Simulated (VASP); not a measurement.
VASP runs on Ti$_{3}$ZnN (space group Pm-3m) share one base input (LDA (Ceperley-Alder, Perdew-Zunger), plane waves, VASP's LDA PAW potentials (set 64)) and change the settings named in each case.

### KPOINTS
```
Automatic mesh
0
Gamma
7 7 7
0 0 0
```

INCAR:
```
SYSTEM = Ti3ZnN
PREC = Accurate
ENCUT = 400
EDIFF = 1E-6
NELM = 100
ALGO = Normal
LREAL = .FALSE.
LASPH = .TRUE.
ISMEAR = -1
SIGMA = 0.1
LMAXMIX = 4
LWAVE = .FALSE.
LCHARG = .FALSE.
ISIF = 2
```

**POSCAR**
```
Ti3ZnN
1
    3.9596680000     0.0000000000     0.0000000000
    0.0000000000     3.9596680000     0.0000000000
    0.0000000000     0.0000000000     3.9596680000
Zn N Ti
1 1 3
Direct
  0.0000000000   0.0000000000   0.0000000000
  0.5000000000   0.5000000000   0.5000000000
  0.0000000000   0.5000000000   0.5000000000
  0.5000000000   0.5000000000   0.0000000000
  0.5000000000   0.0000000000   0.5000000000
```

POTCAR, in this order: Zn N Ti_sv (LDA.64 set). Program: vasp_std.

| change | E(σ→0) (eV/atom) | pressure (GPa) | −TS (eV) |
|---|---|---|---|
| base run | -8.3300 | 8.60 | -0.1054 |
| GGA = PS, POTCAR Zn N Ti_sv (PBE.64 set) | -7.9775 | ? | ? |
| KPOINTS 3×3×3 Γ-centred mesh | -8.3136 | 9.11 | -0.1390 |
| LDAU = .TRUE., LDAUJ = 0 0 0, LDAUL = 2 -1 -1, LDAUTYPE = 2, LDAUU = 5.0 0 0 | -8.2040 | ? | ? |

Task: Some entries are withheld; supply them.

Result: 
- LDAU = .TRUE., LDAUJ = 0 0 0, LDAUL = 2 -1 -1, LDAUTYPE = 2, LDAUU = 5.0 0 0, pressure (GPa): 8.29
- LDAU = .TRUE., LDAUJ = 0 0 0, LDAUL = 2 -1 -1, LDAUTYPE = 2, LDAUU = 5.0 0 0, −TS (eV): -0.1001
- GGA = PS, POTCAR Zn N Ti_sv (PBE.64 set), pressure (GPa): 13.80
- GGA = PS, POTCAR Zn N Ti_sv (PBE.64 set), −TS (eV): -0.1037

Energies of different potentials or functionals have different zeros.  At 400 eV the pressure can carry a Pulay error.

Left out are runs that ran out of time, are held back, or changed the cell or the kind of run, fixed moments of cells without a moment, rows past the twelfth, gaps on odd meshes, pressures of charged cells and columns that move by less than the noise.

The structure was generated: Ti3ZnN was put into an ordered model structure, which need not be its known phase. The cell was not relaxed at this level, its lattice was scaled by up to 2.5 %. The electron count is odd and the run is not spin-polarised, which forces a metal.
